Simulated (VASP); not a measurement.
An input for Ansatz (written as the equivalent of a VASP run, and not itself run):

Ansatz 0.2 input:
```yaml
crystal:
  lattice:
    - [0.0000000, 1.9710932, 1.9710932]
    - [1.9710932, 0.0000000, 1.9710932]
    - [1.9710932, 1.9710932, 0.0000000]
  atoms:
    - { symbol: Pt, position: [0.0000000, 0.0000000, 0.0000000] }
kpoints:
  mp_grid: { grid: [14, 14, 14] }
hamiltonian:
  xc: r2scan
  pseudopotentials: { kind: paw }
scf:
  occupations: { method: methfessel_paxton, width: 0.1 }
  max_iter: 100
output: { forces: true, stress: true, eigenvalues: true }
```

Problem. Write the VASP files for the same calculation (r2SCAN).

Solution. One answer among several that fit: 
**INCAR**
```
SIGMA=0.1   # width (eV)
LASPH=.TRUE.
PREC=Accurate
NELM=100   # most electronic steps
LWAVE=.FALSE.
ISIF=2
SYSTEM=Pt
ALGO=Normal   # blocked Davidson
LCHARG=.FALSE.
METAGGA=R2SCAN
EDIFF=1E-7   # SCF stop (eV)
LMIXTAU=.TRUE.
ENCUT=480
LREAL=.FALSE.   # projection in real space or not
LMAXMIX=6   # l cut-off of mixed one-centre charges
ISMEAR=1   # Methfessel-Paxton
```

### POSCAR
```
Pt
1
    0.0000000000     1.9710932314     1.9710932314
    1.9710932314    -0.0000000000     1.9710932314
    1.9710932314     1.9710932314    -0.0000000000
Pt
1
Direct
  0.0000000000   0.0000000000   0.0000000000
```

**KPOINTS**
```
Automatic mesh
0
Gamma
14 14 14
0 0 0
```

POTCAR, in this order: Pt (PBE.64 set). Program: vasp_std.

The two are equivalent in intent, not identical: each code has its own PAW files, so the cut-off isn't converted (ENCUT is set for VASP's; basis.ecutwfc is left out, and Ansatz then takes the one that its files recommend); Ansatz stops its SCF on the density residual and VASP on the energy change (EDIFF).

The compound is Pt in the fcc structure. It was relaxed first.
